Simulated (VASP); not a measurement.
Consider the following.

```xyz
2
Lattice="-2.9401 2.9401 1.6009 2.9401 -2.9401 1.6009 2.9401 2.9401 -1.6009" Properties=species:S:1:pos:R:3 pbc="T T T"
Sn     2.9401     0.0000     0.8004
Sn     0.0000     0.0000     0.0000
```

Computed with optB86b-vdW, VASP's PBE PAW potentials (set 64) (plane waves; VASP 6.6.1). Settings: 520 eV cut-off, Gaussian smearing of 0.050 eV, potentials Sn_d.

Unless said otherwise, spin-orbit coupling is left out, though it shifts the bands of the heavy elements here.

Task: Predict the band gap (along the path) with the smallest direct gap where there is one.

Result: 
```
Item                                                         Result
-------------------------  ----------------------------------------
band gap (along the path)  none (metal, semimetal or under 0.01 eV)
```

Total energies compare only between runs with the same potentials, cut-off and functional.

The compound is Sn in the beta structure. It was relaxed first.
